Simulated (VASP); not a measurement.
Input:

```yaml
crystal:
  lattice:
    - [0.00000, 2.54386, 2.54386]
    - [2.54386, 0.00000, 2.54386]
    - [2.54386, 2.54386, 0.00000]
  atoms:
    - { symbol: Be, position: [0.00000, 0.00000, 0.00000] }
    - { symbol: Se, position: [0.25000, 0.25000, 0.25000] }
```

Method: LDA (Ceperley-Alder, Perdew-Zunger), VASP's LDA PAW potentials (set 64) (plane waves; VASP). Numerical set-up: 520 eV cut-off, Gaussian smearing of 0.050 eV, potentials Be Se.

Question: Estimate the band gap (along the path) with the smallest direct gap where there is one.

Answer: 
```json
{
 "band gap (along the path)": "2.40 eV",
 "smallest direct gap (along the path)": "4.44 eV"
}
```

The compound is BeSe in the zinc blende structure. It was relaxed first.
